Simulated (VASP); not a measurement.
A convergence study with VASP on BaS (rock salt): one setting is varied, all else stays as given below, so the limit is that of these other settings.

```yaml
crystal:
  lattice:
    - [0.00000, 3.19500, 3.19500]
    - [3.19500, 0.00000, 3.19500]
    - [3.19500, 3.19500, 0.00000]
  atoms:
    - { symbol: Ba, position: [0.00000, 0.00000, 0.00000] }
    - { symbol: S, position: [0.50000, 0.50000, 0.50000] }
```

The numbers are results of PBE GGA, VASP's PBE PAW potentials (set 64) (plane waves; VASP), not measurements. The tightest run used: 550 eV cut-off, 16×16×16 Γ-centred mesh, tetrahedra with Blöchl corrections, potentials Ba_sv S.

Unless said otherwise, spin-orbit coupling is left out, though it shifts the bands of the heavy elements here. Gaps are read on the run's mesh, which can miss a band edge.

**Question.** The settings run are 3×3×3 mesh; 4×4×4 mesh; 5×5×5 mesh; 6×6×6 mesh; 7×7×7 mesh; 8×8×8 mesh; 9×9×9 mesh; 10×10×10 mesh; 11×11×11 mesh; 12×12×12 mesh; 13×13×13 mesh; 14×14×14 mesh; 15×15×15 mesh; 16×16×16 mesh. From which on does the energy per atom stay within 0.001 eV/atom of the tightest run?

**Answer.** From 5×5×5 mesh on: it is off by 0.0005 there and by no more than 0.001 in any finer run, while 4×4×4 mesh is off by 0.0025.
```
setting        E (eV/atom)  pressure (GPa)  gap on the mesh (eV)  irreducible k-points  difference judged (eV/atom)
-------------  -----------  --------------  --------------------  --------------------  ---------------------------
3×3×3 mesh         -5.0765            1.60                 2.401                     4                       0.0163
4×4×4 mesh         -5.0903            1.42                 2.104                     8                       0.0025
5×5×5 mesh         -5.0924            1.39                 2.224                    10                       0.0005
6×6×6 mesh         -5.0927            1.38                 2.109                    16                       0.0001
7×7×7 mesh         -5.0928            1.37                 2.169                    20                       0.0000
8×8×8 mesh         -5.0928            1.37                 2.109                    29                       0.0000
9×9×9 mesh         -5.0928            1.38                 2.145                    35                       0.0000
10×10×10 mesh      -5.0928            1.37                 2.109                    47                       0.0000
11×11×11 mesh      -5.0928            1.37                 2.133                    56                       0.0000
12×12×12 mesh      -5.0928            1.37                 2.109                    72                       0.0000
13×13×13 mesh      -5.0928            1.37                 2.127                    84                       0.0000
14×14×14 mesh      -5.0928            1.37                 2.109                   104                       0.0000
15×15×15 mesh      -5.0928            1.37                 2.122                   120                       0.0000
16×16×16 mesh      -5.0928            1.37                 2.109                   145                       0.0000
```

Left out are rungs that failed or repeat a setting and relaxations that didn't move; long series are thinned to 24 rows.

The compound is BaS in the rock salt structure. The cell was not relaxed at this level.
